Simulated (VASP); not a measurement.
# ReCl (P-6m2) in VASP: further runs

Runs on ReCl. Level: PBE. Tasks: single point, relaxation of cell and atoms.

All numbers are computed with VASP 6.6.1; they aren't measurements. Logs are shortened: lines on timing, memory, paths and dates and some standing lists are left out, and cuts for length are marked.

**1. The structure**

The structure is hexagonal, space group P-6m2 (No. 187). The conventional cell has a = 2.856 Å, b = 2.856 Å, c = 4.352 Å, α = 90.00°, β = 90.00°, γ = 120.00°. Around Re (site symmetry -6m2) lie 6 Cl at 2.73 Å and 6 Re at 2.86 Å. Around Cl (site symmetry -6m2) lie 6 Re at 2.73 Å and 6 Cl at 2.86 Å.

The cell was built by a generator and needn't be a form met in nature.

**2. Single point, PBE**

INCAR

```
PREC = Accurate
ENCUT = 520
EDIFF = 1E-6
ISMEAR = -1
SIGMA = 0.1
LREAL = False
LASPH = True
NELM = 100
ALGO = Normal
ISIF = 2
LWAVE = False
LCHARG = True
GGA = PE
LELF = True
LVHAR = True
NBANDS = 14
```

KPOINTS

```
regular mesh
0
Gamma
  11 11 10
```

POSCAR

```
ReCl
1.0
    2.8560603738     -0.0000002364      0.0000000000
   -1.4280299822      2.4734209566      0.0000000000
    0.0000000000      0.0000000000      4.3524233335
Re Cl
1 1
Direct
    0.0000000000      0.0000000000      0.0000000000
    0.6666666667      0.3333333333      0.5000000000
```

Potentials or basis: VASP PAW PBE potentials, release 64 (Re, Cl).

Run with:

```console
cat potpaw_PBE.64/Re/POTCAR potpaw_PBE.64/Cl/POTCAR > POTCAR
mpirun -np 1 vasp_std > vasp.out
```

OUTCAR:

```text
PREC = Accurate
   ENCUT = 520
   EDIFF = 1E-6
   ISMEAR = -1
   LREAL = False
   LASPH = True
   NELM = 100
   ISIF = 2
   GGA = PE

 ion  position               nearest neighbor table
   1  0.000  0.000  0.000-   2 2.73   2 2.73   2 2.73   2 2.73   2 2.73   2 2.73
   2  0.667  0.333  0.500-   1 2.73   1 2.73   1 2.73   1 2.73   1 2.73   1 2.73

  LATTYP: Found a hexagonal cell.
 ALAT       =     2.8560603738
 C/A-ratio  =     1.5239255351

  Lattice vectors:

 A1 = (   2.8560603738,  -0.0000002364,   0.0000000000)
 A2 = (  -1.4280299822,   2.4734209566,   0.0000000000)
 A3 = (   0.0000000000,   0.0000000000,   4.3524233335)

Analysis of symmetry for initial positions (statically):
=====================================================================
 Subroutine PRICEL returns:
 Original cell was already a primitive cell.

 Routine SETGRP: Setting up the symmetry group for a
 hexagonal supercell.

 Subroutine GETGRP returns: Found 12 space group operations
 (whereof 12 operations were pure point group operations)
 out of a pool of 24 trial point group operations.

The static configuration has the point symmetry D_3h.

Analysis of symmetry for dynamics (positions and initial velocities):
=====================================================================
 Subroutine PRICEL returns:
 Original cell was already a primitive cell.

 Routine SETGRP: Setting up the symmetry group for a
 hexagonal supercell.

 Subroutine GETGRP returns: Found 12 space group operations
 (whereof 12 operations were pure point group operations)
 out of a pool of 24 trial point group operations.

The dynamic configuration has the point symmetry D_3h.

 Subroutine INISYM returns: Found 12 space group operations
 (whereof 12 operations are pure point group operations),
 and found     1 'primitive' translations

----------------------------------------------------------------------------------------

                                     Primitive cell

  volume of cell :      30.7466

  direct lattice vectors                    reciprocal lattice vectors
     2.856060374 -0.000000236  0.000000000     0.350132671  0.202149153  0.000000000
    -1.428029982  2.473420957  0.000000000     0.000000033  0.404298365  0.000000000
     0.000000000  0.000000000  4.352423333     0.000000000  0.000000000  0.229757063

  length of vectors
     2.856060374  2.856060374  4.352423333     0.404298365  0.404298365  0.229757063

  position of ions in fractional coordinates (direct lattice)
     0.000000000  0.000000000  0.000000000
     0.666666667  0.333333333  0.500000000

  ion indices of the primitive-cell ions
   primitive index   ion index
                 1           1
                 2           2

----------------------------------------------------------------------------------------

 KPOINTS: regular mesh

Automatic generation of k-mesh.
 Grid dimensions read from file:
 generate k-points for:   11   11   10

 Generating k-lattice:

  Cartesian coordinates                     Fractional coordinates (reciprocal lattice)
     0.031830243  0.018377196  0.000000000     0.090909091  0.000000000  0.000000000
     0.000000003  0.036754397  0.000000000     0.000000000  0.090909091  0.000000000
     0.000000000  0.000000000  0.022975706     0.000000000  0.000000000  0.100000000

  Length of vectors
     0.036754397  0.036754397  0.022975706

  Shift w.r.t. Gamma in fractional coordinates (k-lattice)
     0.000000000  0.000000000  0.000000000

 Subroutine IBZKPT returns following result:
 ===========================================

 Found     96 irreducible k-points:

 Following reciprocal coordinates:
            Coordinates               Weight
  0.000000  0.000000  0.000000      1.000000
  0.090909  0.000000  0.000000      6.000000
  0.181818  0.000000  0.000000      6.000000
  0.272727  0.000000  0.000000      6.000000
  0.363636  0.000000  0.000000      6.000000
  0.454545  0.000000  0.000000      6.000000
[... 16 lines left out ...]
  0.090909  0.090909  0.100000     12.000000
  0.181818  0.090909  0.100000     24.000000
 [... further k-points ...]
   k-points           NKPTS =     96   k-points in BZ     NKDIM =     96   number of bands    NBANDS=     14
   number of dos      NEDOS =    301   number of ions     NIONS =      2
   total plane-waves  NPLWV =  18432
   dimension x,y,z NGX =    24 NGY =   24 NGZ =   32
   dimension x,y,z NGXF=    48 NGYF=   48 NGZF=   64
   ions per type =               1   1
   NGX,Y,Z   is equivalent  to a cutoff of  13.97, 13.97, 12.22 a.u.
   NGXF,Y,Z  is equivalent  to a cutoff of  27.94, 27.94, 24.45 a.u.
 SYSTEM =  unknown system
   PREC   = accura    normal or accurate (medium, high low for compatibility)
   ISTART =      0    job   : 0-new  1-cont  2-samecut
   ICHARG =      2    charge: 1-file 2-atom 10-const
   ISPIN  =      1    spin polarized calculation?
   LNONCOLLINEAR =      F non collinear calculations
   LSORBIT =      F    spin-orbit coupling
   LASPH  =      T    aspherical Exc in radial PAW
   ENCUT  =  520.0 eV  38.22 Ry    6.18 a.u.   5.31  5.31  8.09*2*pi/ulx,y,z
   NELM   =    100;   NELMIN=  2; NELMDL= -5     # of ELM steps
   EDIFF  = 0.1E-05   stopping-criterion for ELM
   LREAL  =      F    real-space projection
   EDIFFG = 0.1E-04   stopping-criterion for IOM
   NSW    =      0    number of steps for IOM
   IBRION =     -1    ionic relax: 0-MD 1-quasi-New 2-CG
   NFREE  =      0    steps in history (QN), initial steepest desc. (CG)
   ISIF   =      2    stress and relaxation
   ISYM   =      2    0-nonsym 1-usesym 2-fastsym
   POTIM  = 0.5000    time-step for ionic-motion
   TEBEG  =    0.0;   TEEND  =   0.0 temperature during run
   PSTRESS=    0.0 pullay stress
   NELECT =      14.0000    total number of electrons
   NUPDOWN=      -1.0000    fix difference up-down
   EMIN   =  10.00;   EMAX   =-10.00  energy-range for DOS
   EFERMI =   0.00;   METHOD = LEGACY
   ISMEAR =    -1;   SIGMA  =   0.10  broadening in eV -4-tet -1-fermi 0-gaus
   EFERMI_NEDOS =   21; number of points for ismear=-14 and -15
   IALGO  =     38    algorithm
   IMIX   =      4    mixing-type and parameters
     AMIX     =   0.40;   BMIX     =  1.00
     AMIX_MAG =   1.60;   BMIX_MAG =  1.00
  volume/ion in A,a.u.               =      15.37       103.74
  Fermi-wavevector in a.u.,A,eV,Ry     =   1.259463  2.380040 21.582193  1.586246
  Thomas-Fermi vector in A             =   2.393021
   LORBIT       =      0    0 simple, 1 ext, 2 COOP (PROOUT), +10 PAW based schemes
   GGA     = PE    functional components
   LHFCALC =     F    Hartree Fock is set to
   AEXX    =    0.0000 exact exchange contribution
   IVDW    =     0    specifies the selected vdW correction
   LEPSILON=     F    determine dielectric tensor
   LRPA    =     F    only Hartree local field effects (RPA)
 non-spin polarized calculation
  energy-cutoff  :      520.00
  volume of cell :       30.75
 maximum number of plane-waves:       844
 NGX is ok and might be reduce to    24
   NGX = 11   NGY = 11   NGZ = 17

 number of electron      14.0000001 magnetization

 Free energy of the ion-electron system (eV)
  ---------------------------------------------------
  ext. energy  EPLUGINS =         0.00000000
  ---------------------------------------------------
  free energy    TOTEN  =       -11.87003102 eV

  energy without entropy =      -11.80830515  energy(sigma->0) =      -11.83916809

 E-fermi :   8.1607     XC(G=0): -12.3851

 val. band max:        8.1605516355   @ k =   0.3636   0.0000   0.2000
 cond. band min:       8.2010548857   @ k =   0.0909   0.0909   0.2000
 fundamental gap:      0.0405032501
 Fermi energy:         8.1606702902

 k-point     1 :       0.0000    0.0000    0.0000
  band No.  band energies     occupation
      1     -10.8508      2.00000
      2       0.8540      2.00000
      3       1.7326      2.00000
      4       5.6281      2.00000
      5       5.6281      2.00000
      6       7.7203      1.97583
      7       7.7203      1.97583
      8       8.4142      0.14685
      9       9.0095      0.00041
     10       9.0095      0.00041
     11      16.4980      0.00000
     12      18.9907      0.00000
     13      19.3245      0.00000
     14      19.3245      0.00000

 k-point     2 :       0.0909    0.0000    0.0000
  band No.  band energies     occupation
      1     -10.7145      2.00000
      2       0.8618      2.00000
      3       2.0541      2.00000
      4       4.9714      2.00000
      5       5.6579      2.00000
      6       7.1994      1.99987
      7       7.7960      1.94915
      8       8.8392      0.00226
      9       8.9097      0.00112
     10       8.9226      0.00098
     11      17.0355      0.00000
     12      18.2480      0.00000
     13      18.8906      0.00000
     14      19.7939      0.00000

 k-point     3 :       0.1818    0.0000    0.0000
  band No.  band energies     occupation
      1     -10.3226      2.00000
      2       0.8823      2.00000
      3       2.8677      2.00000
      4       3.5089      2.00000
      5       5.6018      2.00000
      6       6.5556      2.00000
      7       8.2183      0.71944
      8       8.6535      0.01438
      9       8.6963      0.00939
     10       9.2545      0.00004
     11      16.9144      0.00000
     12      17.2465      0.00000
     13      19.3255      0.00000
     14      21.0989      0.00000
[... 324 lines left out ...]
 k-point    23 :       0.0909    0.0909    0.1000
  band No.  band energies     occupation
      1     -10.4243      2.00000
      2       0.5173      2.00000
      3       2.9790      2.00000
      4       4.0136      2.00000
      5       5.5276      2.00000
      6       6.6790      2.00000
      7       7.9472      1.78853
      8       8.4618      0.09386
      9       8.7948      0.00352
     10       9.6901      0.00000
     11      17.1652      0.00000
     12      17.8081      0.00000
     13      18.4223      0.00000
     14      20.8353      0.00000

 k-point    24 :       0.1818    0.0909    0.1000
  band No.  band energies     occupation
      1      -9.9393      2.00000
      2       0.6998      2.00000
      3       2.5544      2.00000
      4       3.7933      2.00000
      5       5.0892      2.00000
      6       6.2144      2.00000
      7       8.1559      1.02409
      8       8.4413      0.11396
      9       8.9337      0.00088
     10      10.0115      0.00000
     11      16.1563      0.00000
     12      17.4634      0.00000
     13      19.5228      0.00000
     14      22.2193      0.00000

 [... further k-points ...]
[... 5 lines left out ...]
  --------------------------------------------------------------------------------------
  -------------------------------------------------------------------------------------
  Total       -0.0171644     -0.0171644      0.0005836      0.0000000      0.0000000      0.0000000
  in kB       -0.8944224     -0.8944224      0.0304098      0.0000000      0.0000000      0.0000000
  external PRESSURE =      -0.5861450 kB  Pullay stress =       0.0000000 kB

 VOLUME and BASIS-vectors are now :
 -----------------------------------------------------------------------------
  energy-cutoff  :      520.00
  volume of cell :       30.75
      direct lattice vectors                 reciprocal lattice vectors
     2.856060374 -0.000000236  0.000000000     0.350132671  0.202149153  0.000000000
    -1.428029982  2.473420957  0.000000000     0.000000033  0.404298365  0.000000000
     0.000000000  0.000000000  4.352423333     0.000000000  0.000000000  0.229757063

 POSITION                                       TOTAL-FORCE (eV/Angst)
 -----------------------------------------------------------------------------------
      0.00000      0.00000      0.00000        -0.000000     -0.000000      0.000000
      1.42803      0.82447      2.17621         0.000000      0.000000      0.000000
 -----------------------------------------------------------------------------------
    total drift:                               -0.000000      0.000000      0.000000

  FREE ENERGIE OF THE ION-ELECTRON SYSTEM (eV)
  ---------------------------------------------------
  free  energy   TOTEN  =       -11.8700310237 eV

  energy  without entropy=      -11.8083051495  energy(sigma->0) =      -11.83916809
```

It took 22 s on 1 thread of Intel Xeon Platinum 8488C (Sapphire Rapids), shared host; peak memory 0.17 GiB.

Results:

```yaml
Free_energy: -11.8700 eV
Pressure: -0.1 GPa
Band_gap_on_the_k_mesh: none (metal or under the smearing width)
```

The run has no spin-orbit coupling, so splittings on Re are missing.

[end of part 1 of 2]
